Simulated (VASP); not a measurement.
TiB2: single point with PBE

Crystal: TiB2.

```
Ti B
1.0
     3.02920    0.00000    0.00000
    -1.51460    2.62336    0.00000
     0.00000    0.00000    3.22840
Ti B
1 2
Direct
  0.00000 0.00000 0.00000
  0.33333 0.66667 0.50000
  0.66667 0.33333 0.50000
```

```yaml
Program: VASP 6.6.1
Task: single point
Functional: PBE
Potentials_or_basis: VASP PAW PBE potentials, release 64 (Ti_sv, B)
Cutoff: 520 eV
k_mesh: 12 × 12 × 10
Occupations: gaussian, width 0.1 eV
Spin: no spin polarisation
```

| Quantity | Value |
| --- | --- |
| Pressure | 0.4 GPa |
| Band gap on the k mesh | none (metal or under the smearing width) |

Stress tensor (GPa, compression positive):
```
 0.71  0.00  0.00
 0.00  0.71  0.00
 0.00  0.00 -0.14
```

Levels at points of the mesh, in eV from the Fermi level:
| k point | band 5 | band 6 | band 7 | band 8 | band 9 | band 10 | band 11 | band 12 | band 13 | band 14 |
| --- | --- | --- | --- | --- | --- | --- | --- | --- | --- | --- |
| (0.00, 0.00, 0.00) | -13.53 | -2.62 | -2.62 | -2.35 | -2.14 | 1.87 | 1.87 | 3.63 | 3.63 | 5.75 |
| (0.50, 0.00, 0.00) | -9.39 | -9.26 | -3.29 | -3.24 | -2.28 | 1.31 | 2.72 | 3.19 | 3.34 | 7.42 |
| (0.00, 0.00, 0.50) | -11.61 | -7.63 | -0.57 | -0.57 | -0.20 | -0.20 | 0.41 | 0.41 | 1.62 | 6.54 |
| (0.50, 0.00, 0.50) | -9.77 | -7.57 | -4.66 | -3.84 | -3.17 | 2.46 | 2.89 | 4.44 | 4.55 | 5.34 |

Wall time 18 s on 1 thread of Intel(R) Xeon(R) Platinum 8488C (Sapphire Rapids), on a shared host, peak memory 0.17 GiB.
